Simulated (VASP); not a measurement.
# Au (Gold): input slips in a relaxation and what they do

Some relaxations of Au (Gold) get a fault in the input on purpose. Which of them show, and how? The starting structure is a measured crystal structure from the Crystallography Open Database.

Calculated with VASP 6.6.1; Kohn-Sham DFT with plane waves and PAW; PBEsol.

## (1) The structure

Symmetry: Fm-3m, No. 225, cubic system. Conventional cell: a = 4.078 Å, b = 4.078 Å, c = 4.078 Å, α = 90.00°, β = 90.00°, γ = 90.00°. Nearest to Au lie 12 Au at 2.88 Å.

Structure file:

```xyz
1
Lattice="0.0000 2.0391 2.0391 2.0391 0.0000 2.0391 2.0391 2.0391 0.0000" Properties=species:S:1:pos:R:3 pbc="T T T"
Au    0.0000    0.0000    0.0000
```

## (2) Reference relaxation

File INCAR:

```
SYSTEM = Au
PREC = Accurate
ENCUT = 450
EDIFF = 1E-06
NELM = 100
ISMEAR = 1
SIGMA = 0.1
LREAL = .FALSE.
ALGO = Normal
GGA = PS
LORBIT = 11
LWAVE = .FALSE.
LCHARG = .FALSE.
KPAR = 2
IBRION = 2
NSW = 50
ISIF = 3
EDIFFG = -0.01
```

File POSCAR:

```
Au
1.0
    0.0000000000      2.0391250000      2.0391250000
    2.0391250000      0.0000000000      2.0391250000
    2.0391250000      2.0391250000      0.0000000000
Au
1
Direct
    0.0000000000      0.0000000000      0.0000000000
```

File KPOINTS:

```
Automatic mesh
0
Gamma
12 12 12
0 0 0
```

PAW data sets: Au (PBE family, release 64).

Launch:

```sh
> mpirun -np 2 vasp_std
```

The program printed:

```text
[banner, memory and clock lines left out]
running    2 mpi-ranks, on    1 nodes
 distrk:  each k-point on    1 cores,    2 groups
 distr:  one band on    1 cores,    1 groups

 POSCAR found type information on POSCAR Au
 POSCAR found :  1 types and       1 ions
|                                                                             |
|               ----> ADVICE to this user running VASP <----                  |
|                                                                             |
|     You enforced a specific xc type in the INCAR file but a different       |
|     [... a line on the potential file left out ...]
|     I HOPE YOU KNOW WHAT YOU ARE DOING!                                     |
|                                                                             |

 LDA part: xc-table for (Slater+PW92), standard interpolation
 POSCAR, INCAR and KPOINTS ok, starting setup
 FFT: planning ... GRIDC
 FFT: planning ... GRID_SOFT
 FFT: planning ... GRID
 WAVECAR not read
 entering main loop
       N       E                     dE             d eps       ncg     rms          rms(c)
DAV:   1     0.326203429763E+02    0.32620E+02   -0.53777E+03  1552   0.961E+02
DAV:   2    -0.395673160690E+01   -0.36577E+02   -0.34323E+02  1338   0.180E+02
DAV:   3    -0.425436074349E+01   -0.29763E+00   -0.29731E+00  1546   0.163E+01
DAV:   4    -0.425506088866E+01   -0.70015E-03   -0.70013E-03  1513   0.827E-01
DAV:   5    -0.425506430742E+01   -0.34188E-05   -0.34191E-05  1484   0.558E-02    0.976E+00
DAV:   6    -0.394155980278E+01    0.31350E+00   -0.10183E+00  1324   0.979E+00    0.601E+00
DAV:   7    -0.391767759805E+01    0.23882E-01   -0.94203E-02  1376   0.291E+00    0.286E+00
DAV:   8    -0.391464292725E+01    0.30347E-02   -0.24077E-03  1354   0.559E-01    0.309E-01
DAV:   9    -0.391462335928E+01    0.19568E-04   -0.24616E-05  1368   0.558E-02    0.268E-02
DAV:  10    -0.391462727995E+01   -0.39207E-05   -0.14632E-06  1238   0.117E-02    0.345E-03
DAV:  11    -0.391462740374E+01   -0.12378E-06   -0.65516E-08   658   0.271E-03
   1 F= -.39146274E+01 E0= -.39147617E+01  d E =-.391463E+01
 curvature:   0.00 expect dE= 0.000E+00 dE for cont linesearch  0.000E+00
 trial: gam= 0.00000 g(F)=  0.129E-62 g(S)=  0.201E-03 ort = 0.000E+00 (trialstep = 0.100E+01)
 search vector abs. value=  0.201E-03
 bond charge predicted
       N       E                     dE             d eps       ncg     rms          rms(c)
DAV:   1    -0.391822365150E+01   -0.35964E-02   -0.74876E-02  1320   0.308E+00    0.362E-01
DAV:   2    -0.391471274529E+01    0.35109E-02   -0.11977E-02  1305   0.106E+00    0.153E-01
DAV:   3    -0.391456838362E+01    0.14436E-03   -0.64122E-04  1327   0.234E-01    0.110E-01
DAV:   4    -0.391456294742E+01    0.54362E-05   -0.25076E-05  1394   0.415E-02    0.159E-03
DAV:   5    -0.391456283261E+01    0.11480E-06   -0.42132E-07   859   0.621E-03
   2 F= -.39145628E+01 E0= -.39146747E+01  d E =0.645711E-04
 trial-energy change:    0.000065  1 .order    0.000058   -0.000201    0.000318
 step:   0.3707(harm=  0.3876)  dis= 0.00000  next Energy=    -3.914664 (dE=-0.370E-04)
 bond charge predicted
       N       E                     dE             d eps       ncg     rms          rms(c)
DAV:   1    -0.391610825850E+01   -0.15453E-02   -0.29613E-02  1320   0.193E+00    0.227E-01
DAV:   2    -0.391471551830E+01    0.13927E-02   -0.47172E-03  1305   0.667E-01    0.926E-02
DAV:   3    -0.391466137638E+01    0.54142E-04   -0.26365E-04  1327   0.150E-01    0.669E-02
DAV:   4    -0.391466453351E+01   -0.31571E-05   -0.10555E-05  1394   0.274E-02    0.214E-03
DAV:   5    -0.391466460497E+01   -0.71458E-07   -0.18163E-07   688   0.447E-03
   3 F= -.39146646E+01 E0= -.39147903E+01  d E =-.372012E-04
 curvature:  -0.19 expect dE=-0.625E-09 dE for cont linesearch -0.625E-09
 trial: gam=-0.00399 g(F)=  0.357E-63 g(S)=  0.323E-08 ort = 0.806E-06 (trialstep = 0.874E+00)
 search vector abs. value=  0.100E-09
 reached required accuracy - stopping structural energy minimisation
```

The job ended after 19 s (2 MPI ranks of AMD EPYC 7R43, shared host; peak memory 0.2 GiB; 37 s of CPU time).

Lines that name or quote the potential files are left out of all logs, and their timing lines are given in words.

Parts of OUTCAR (step 2):

```text
ion  position               nearest neighbor table
   1  0.000  0.000  0.000-

  LATTYP: Found a face centered cubic cell.
 ALAT       =     4.0782500000

 Subroutine GETGRP returns: Found 48 space group operations
 (whereof 48 operations were pure point group operations)

The static configuration has the point symmetry O_h .

 Found     72 irreducible k-points:

   k-points           NKPTS =     72   k-points in BZ     NKDIM =     72   number of bands    NBANDS=      9

   dimension x,y,z NGX =    20 NGY =   20 NGZ =   20
   dimension x,y,z NGXF=    40 NGYF=   40 NGZF=   40

   ENCUT  =  450.0 eV  33.07 Ry    5.75 a.u.   4.99  4.99  4.99*2*pi/ulx,y,z

   NELECT =      11.0000    total number of electrons

 k-points in reciprocal lattice and weights: Automatic mesh
   0.00000000  0.00000000  0.00000000       0.001
   0.08333333  0.00000000  0.00000000       0.005
   0.16666667  0.00000000  0.00000000       0.005
   0.25000000  0.00000000  0.00000000       0.005
   0.33333333  0.00000000  0.00000000       0.005
   0.41666667  0.00000000  0.00000000       0.005
   0.50000000  0.00000000  0.00000000       0.002
   0.08333333  0.08333333  0.00000000       0.003
   0.16666667  0.08333333  0.00000000       0.014
[...]
-0.33333333  0.50000000  0.16666667       0.007
  -0.25000000  0.50000000  0.25000000       0.003

 average (electrostatic) potential at core
       1 -64.0459

 E-fermi :   9.2103

 k-point     1 :       0.0000    0.0000    0.0000
  band No.  band energies     occupation
    ...
      2       4.6281      2.00000
      3       4.6281      2.00000
      4       4.6281      2.00000
      5       6.1689      2.00000
      6       6.1689      2.00000
      7      23.8217      0.00000
      8      27.8359      0.00000
      9      27.8359      0.00000

 k-point     2 :       0.0833    0.0000    0.0000
  band No.  band energies     occupation
    ...
      2       4.5502      2.00000
      3       4.7097      2.00000
      4       4.7097      2.00000
      5       6.1334      2.00000
      6       6.1334      2.00000
      7      24.0966      0.00000
      8      26.4152      0.00000
      9      28.1231      0.00000

 k-point     3 :       0.1667    0.0000    0.0000
  band No.  band energies     occupation
    ...
      2       4.4026      2.00000
      3       4.8753      2.00000
      4       4.8753      2.00000
      5       6.1145      2.00000
      6       6.1145      2.00000
      7      23.5200      0.00000
      8      24.9293      0.00000
      9      28.8537      0.00000

  Total        0.0001494      0.0001494      0.0001494     -0.0000000      0.0000000     -0.0000000
  in kB        0.0140834      0.0140834      0.0140834     -0.0000000      0.0000000     -0.0000000
  external PRESSURE =       0.0140834 kB  Pullay stress =       0.0000000 kB

  energy-cutoff  :      450.00
  volume of cell :       16.99
      direct lattice vectors                 reciprocal lattice vectors
     0.000000000  2.040484297  2.040484297    -0.245039867  0.245039867  0.245039867
     2.040484297 -0.000000000  2.040484297     0.245039867 -0.245039867  0.245039867
     2.040484297  2.040484297 -0.000000000     0.245039867  0.245039867 -0.245039867

 POSITION                                       TOTAL-FORCE (eV/Angst)
 -----------------------------------------------------------------------------------
      0.00000     -0.00000      0.00000         0.000000      0.000000     -0.000000
 -----------------------------------------------------------------------------------
    total drift:                               -0.000000     -0.000000     -0.000000

  FREE ENERGIE OF THE ION-ELECTRON SYSTEM (eV)
  ---------------------------------------------------
  free  energy   TOTEN  =        -3.9146646050 eV

  energy  without entropy=       -3.9150416706  energy(sigma->0) =       -3.91479029

 reached required accuracy - stopping structural energy minimisation

 total charge
# of ion       s       p       d       tot
------------------------------------------
    1        0.535   0.362   8.748   9.645

[... 3 further parts left out ...]
```

This run has no spin polarisation. Its electron count is odd, so without a moment it is a metal by construction. The PAW data sets were made with PBE, which is usual practice but a small mismatch for other functionals. The run keeps the 48 symmetry operations of its start, so it cannot find a distortion of lower symmetry.

The reference relaxation ends at 16.991 Å³ an atom. Pressures at 0.985 and 1.015 times this volume, from two more relaxations that aren't shown, give a bulk modulus of 172.3 GPa.

## (3) Relaxation with a k mesh far too coarse

A slip made on purpose: a k mesh far too coarse. Against step 2 the input has a 2×2×2 mesh (also changed: NELM, NCORE and KPAR).

Changes to INCAR since step 2:

```diff
@@ -4,3 +4,3 @@
 EDIFF = 1E-06
-NELM = 100
+NELM = 60
 ISMEAR = 1
@@ -13,3 +13,3 @@
 LCHARG = .FALSE.
-KPAR = 2
+NCORE = 2
 IBRION = 2
```

POSCAR is that of step 2.

File KPOINTS:

```
Automatic mesh
0
Gamma
2 2 2
0 0 0
```

Launch:

```sh
> mpirun -np 2 vasp_std
```

The program printed:

```text
[banner, memory and clock lines left out]
running    2 mpi-ranks, on    1 nodes
[...]
[... a notice as in an earlier step ...]

 LDA part: xc-table for (Slater+PW92), standard interpolation
 POSCAR, INCAR and KPOINTS ok, starting setup
[...]
entering main loop
       N       E                     dE             d eps       ncg     rms          rms(c)
DAV:   1     0.507728373963E+02    0.50773E+02   -0.54342E+03    54   0.958E+02
DAV:   2    -0.261094712711E+00   -0.51034E+02   -0.50059E+02    56   0.203E+02
DAV:   3    -0.663054716896E+00   -0.40196E+00   -0.40127E+00    71   0.204E+01
DAV:   4    -0.663561816983E+00   -0.50710E-03   -0.50708E-03    54   0.689E-01
[...]
DAV:  17    -0.467581239214E+00    0.10203E-03   -0.31907E-05    54   0.689E-02    0.724E-03
DAV:  18    -0.467572464271E+00    0.87749E-05   -0.22485E-06    51   0.171E-02    0.108E-02
DAV:  19    -0.467572208447E+00    0.25582E-06   -0.11407E-06    27   0.106E-02
   1 F= -.46757221E+00 E0= -.46508120E+00  d E =-.467572E+00
[... from here on, the cycles between the ionic steps are left out ...]
   2 F= -.60563887E+00 E0= -.60220041E+00  d E =-.138067E+00
   3 F= -.63425266E+00 E0= -.63081420E+00  d E =-.166680E+00
   4 F= -.62556547E+00 E0= -.62212701E+00  d E =-.157993E+00
   5 F= -.64047910E+00 E0= -.63704065E+00  d E =-.172907E+00
[...]
reached required accuracy - stopping structural energy minimisation
```

It took 5.4 s on 2 MPI ranks; peak memory 0.17 GiB.

OUTCAR, selected parts (step 3):

```text
  Total       -0.0008472     -0.0008472     -0.0008472      0.0000000     -0.0000000      0.0000000
  in kB       -0.0349987     -0.0349987     -0.0349987      0.0000000     -0.0000000      0.0000000
  external PRESSURE =      -0.0349987 kB  Pullay stress =       0.0000000 kB

 POSITION                                       TOTAL-FORCE (eV/Angst)
 -----------------------------------------------------------------------------------
      0.00000      0.00000      0.00000         0.000000      0.000000      0.000000
 -----------------------------------------------------------------------------------
    total drift:                               -0.000000     -0.000000     -0.000000

  FREE ENERGIE OF THE ION-ELECTRON SYSTEM (eV)
  ---------------------------------------------------
  free  energy   TOTEN  =        -0.6404790984 eV

  energy  without entropy=       -0.6301637406  energy(sigma->0) =       -0.63704065

[... 1 part as in an earlier step ...]

[... 3 further parts left out ...]
[key lines of the parts left out:]
E-fermi :   1.1967
```

With a k mesh far too coarse the cell ends at 38.783 Å³ an atom, +128.25 % from the reference; the bulk modulus is 15.6 GPa against 172.3 GPa.

## (4) Relaxation with a cutoff far too low

A slip made on purpose: a cutoff far too low. Against step 2 the input has PREC = Normal and ENCUT = 130 (also changed: NELM).

Changes to INCAR since step 3:

```diff
@@ -1,4 +1,4 @@
 SYSTEM = Au
-PREC = Accurate
-ENCUT = 450
+PREC = Normal
+ENCUT = 130
 EDIFF = 1E-06
@@ -13,3 +13,3 @@
 LCHARG = .FALSE.
-NCORE = 2
+KPAR = 2
 IBRION = 2
```

POSCAR is that of step 3.

File KPOINTS:

```
Automatic mesh
0
Gamma
12 12 12
0 0 0
```

Launch:

```sh
> mpirun -np 2 vasp_std
```

The program printed:

```text
[banner, memory and clock lines left out]
running    2 mpi-ranks, on    1 nodes
[...]
[... a notice as in an earlier step ...]

 LDA part: xc-table for (Slater+PW92), standard interpolation
 POSCAR, INCAR and KPOINTS ok, starting setup
[...]
entering main loop
       N       E                     dE             d eps       ncg     rms          rms(c)
DAV:   1     0.181203541036E+01    0.18120E+01   -0.27547E+03  1690   0.339E+02
DAV:   2    -0.428297669090E+01   -0.60950E+01   -0.58676E+01  1382   0.603E+01
DAV:   3    -0.430354146802E+01   -0.20565E-01   -0.20562E-01  1561   0.260E+00
DAV:   4    -0.430354701990E+01   -0.55519E-05   -0.55523E-05  1412   0.478E-02
[...]
DAV:  10    -0.125060927272E+01   -0.18476E-04   -0.14071E-05  1452   0.331E-02    0.266E-02
DAV:  11    -0.125061535084E+01   -0.60781E-05   -0.30624E-07   926   0.429E-03    0.174E-02
DAV:  12    -0.125061611278E+01   -0.76195E-06   -0.81706E-09   672   0.800E-04
   1 F= -.12506161E+01 E0= -.12502948E+01  d E =-.125062E+01
[...]
|     EEEEE    RRRRRR   RRRRRR   O     O  RRRRRR       #       #       #      |
|     E        R   R    R   R    O     O  R   R                               |
|     E        R    R   R    R   O     O  R    R      ###     ###     ###     |
|     EEEEEEE  R     R  R     R  OOOOOOO  R     R     ###     ###     ###     |
|                                                                             |
|     Orbital orthonormalization failed in the inversion of matrix            |
|     LAPACK: Routine ZPOTRF failed! kpoint: 1 spin: 1                        |
|                                                                             |
|     Possible solutions for this issue are:                                  |
|     - Please check whether the atoms are too close to each other.           |
|     - Decreasing POTIM might help during relaxations or MDs.                |
|     - Deleting CHGCAR or WAVECAR if incompatible with the structure.        |
|     - Try calculating without symmetrizing (ISYM = 0 or ISYM = -1).         |
|     - As last resort: using a different PAW for some of the atoms.          |
|                                                                             |
|       ---->  I REFUSE TO CONTINUE WITH THIS SICK JOB ... BYE!!! <----       |
|                                                                             |

1
1
```

Elapsed: 5 s, on 2 MPI ranks.

VASP stopped with this message: “Orbital orthonormalization failed in the inversion of matrix LAPACK: Routine ZPOTRF failed! kpoint: 1 spin: 1”.

(Continued in part 2 of 2.)

[Lines on the potential files, build, host, timing and source positions are cut from VASP's logs without a mark.]

[Logs are printed without paths, hosts, clocks, repeated set-up lines and the standing remarks that a program may print on its own settings, such as how far it seeks lower states.]

[Hosts, paths, dates, database ids (printed as entryN), source tags and the programs' standing remarks are cut or masked in the printed files.]
